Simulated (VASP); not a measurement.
An input for Quantum ESPRESSO's pw.x (written as the equivalent of a VASP run, and not itself run):

```
&CONTROL
  calculation = 'vc-relax'
  pseudo_dir = './pseudo'
  outdir = './out'
  tprnfor = .true.
  tstress = .true.
  nstep = 40
  forc_conv_thr = 0.00078
/
&SYSTEM
  ibrav = 0
  nat = 2
  ntyp = 2
  ecutwfc = 84
  occupations = 'smearing'
  smearing = 'gaussian'
  degauss = 0.003675
  input_dft = 'pbesol'
/
&ELECTRONS
  conv_thr = 7.3e-08
  electron_maxstep = 100
/
&IONS
/
&CELL
  press = 200
/
ATOMIC_SPECIES
  Sr 87.620 Sr.upf
  O 15.999 O.upf
CELL_PARAMETERS angstrom
     2.9444897   -0.0000000    0.0000000
     0.0000000    2.9444897   -0.0000000
     0.0000000   -0.0000000    2.9444897
ATOMIC_POSITIONS crystal
  Sr   0.0000000  0.0000000  0.0000000
  O    0.5000000  0.5000000  0.5000000
K_POINTS automatic
  9 9 9 0 0 0
```

Question: Translate this input to VASP (INCAR, KPOINTS, POSCAR, choice of POTCAR).

Answer: This is not unique; one that fits is 
### POSCAR
```
SrO
1
    2.9444897289    -0.0000000000     0.0000000000
    0.0000000000     2.9444897289    -0.0000000000
    0.0000000000    -0.0000000000     2.9444897289
Sr O
1 1
Direct
  0.0000000000   0.0000000000   0.0000000000
  0.5000000000   0.5000000000   0.5000000000
```

INCAR:
```
! general
SYSTEM =SrO
PREC   =Accurate
ENCUT  =620
LREAL  =.False.
LASPH  =.True.

! electronic loop
EDIFF  =1E-6
NELM   =100
ALGO   =Normal
LMAXMIX=4

! smearing
ISMEAR =0
SIGMA  =0.05

! functional
GGA    =PS

! ions
IBRION =2
NSW    =40
ISIF   =3
EDIFFG =-0.02
PSTRESS=200

! output
LWAVE  =.False.
LCHARG =.False.
```

File KPOINTS:
```
Automatic mesh
0
Gamma
9 9 9
0 0 0
```

POTCAR, in this order: Sr_sv O (PBE.64 set). Program: vasp_std.

What does not carry over: the potentials are each code's own (VASP's PAW set, PseudoDojo norm-conserving files in pw.x), so ENCUT and ecutwfc are chosen apart and not converted; conv_thr bounds pw.x's estimated SCF error, while EDIFF bounds the energy change between steps; forc_conv_thr acts on force components and is met together with etot_conv_thr.

The structure was generated: SrO was put into the CsCl type type (Pm-3m), which need not be its known phase. It was relaxed first under an external pressure of 20 GPa.
